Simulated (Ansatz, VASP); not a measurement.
HfIn4SiO6 in VASP and in Ansatz

File INCAR:

```
SYSTEM = HfIn4SiO6
PREC = Accurate
ENCUT = 520
EDIFF = 1E-7
ISMEAR = -1
SIGMA = 0.05
LREAL = .False.
LASPH = .True.
NELM = 60
ALGO = Normal
ISIF = 2
LWAVE = .False.
LCHARG = .False.
GGA = PE
NBANDS = 63
KPAR = 4
```

The input KPOINTS:

```
Automatic mesh
0
Gamma
  5 5 4
  0 0 0
```

POSCAR

```
HfIn4SiO6
1.0
    3.1865728915     -5.5022967051     -0.0243661753
    3.1865728915      5.5022967051     -0.0243661753
   -1.4705332060      0.0000000000      6.2348800694
Hf In Si O
1 4 1 6
Direct
    0.1017800000      0.1017800000      0.0091200000
    0.7922200000      0.4820400000      0.0081800000
    0.4820400000      0.7922200000      0.0081800000
    0.5447200000      0.2198300000      0.4839800000
    0.2198300000      0.5447200000      0.4839800000
    0.8543300000      0.8543300000      0.4452300000
    0.8350000000      0.5882200000      0.3810400000
    0.5882200000      0.8350000000      0.3810400000
    0.0289900000      0.0289900000      0.2950000000
    0.9792000000      0.9792000000      0.6955500000
    0.4285200000      0.1451400000      0.0743500000
    0.1451400000      0.4285200000      0.0743500000
```

input.yaml

```yaml
crystal:
  lattice:
    - [3.1865728915, -5.5022967051, -0.0243661753]
    - [3.1865728915, 5.5022967051, -0.0243661753]
    - [-1.470533206, 0.0, 6.2348800694]
  atoms:
    - { symbol: Hf, position: [0.10178, 0.10178, 0.00912] }
    - { symbol: In, position: [0.79222, 0.48204, 0.00818] }
    - { symbol: In, position: [0.48204, 0.79222, 0.00818] }
    - { symbol: In, position: [0.54472, 0.21983, 0.48398] }
    - { symbol: In, position: [0.21983, 0.54472, 0.48398] }
    - { symbol: Si, position: [0.85433, 0.85433, 0.44523] }
    - { symbol: O, position: [0.835, 0.58822, 0.38104] }
    - { symbol: O, position: [0.58822, 0.835, 0.38104] }
    - { symbol: O, position: [0.02899, 0.02899, 0.295] }
    - { symbol: O, position: [0.9792, 0.9792, 0.69555] }
    - { symbol: O, position: [0.42852, 0.14514, 0.07435] }
    - { symbol: O, position: [0.14514, 0.42852, 0.07435] }
hamiltonian:
  xc: pbe
  pseudopotentials: { kind: paw }
kpoints:
  mp_grid: { grid: [5, 5, 4] }
scf:
  occupations: { method: fermi_dirac, width: 0.05 }
output:
  forces: true
  stress: true
  eigenvalues: true
```

Change from the starting cell: volume scaled by 0.96.

Alike in both runs: task single point; functional PBE; k mesh 5 × 5 × 4; occupations fermi-dirac, width 0.05 eV; no spin polarisation.

|  | VASP | Ansatz |
| --- | --- | --- |
| version | VASP 6.6.1 | Ansatz 0.2.0 |
| potentials or method | VASP PAW PBE potentials, release 64 (Hf_pv, In_d, Si, O) | Ansatz PAW |
| plane-wave cutoff (eV) | 520 | 420 |
| valence electrons in the cell | 102 | 118 |

VASP gave:

```
gap on the k mesh at the Fermi level (eV)       : 0.52
least direct gap on the mesh (eV)               : 0.78
pressure (GPa)                                  : 3.6
largest component of the traceless stress (GPa) : 0.49
rms of the force components (eV/Å)              : 0.247
```

Question: What did Ansatz give for the same quantities?

Answer: gap on the k mesh at the Fermi level (eV): 0.53; least direct gap on the mesh (eV): 0.79; pressure (GPa): 3.9; largest component of the traceless stress (GPa): 0.62; rms of the force components (eV/Å): 0.243.

Atom by atom the forces differ by 0.054 eV/Å (rms over components). The two sets of potentials don't hold the same shells in valence.

Caveats: spin-orbit coupling is left out, which moves the levels of the heavy elements; an odd mesh through Γ misses points on the zone boundary, where band edges often lie (VASP); odd divisions of the mesh miss points on the zone boundary, where band edges often lie, so the gap on the mesh can be too wide (Ansatz); the pressure holds a Pulay correction of +0.3 GPa for the finite cutoff (Ansatz).
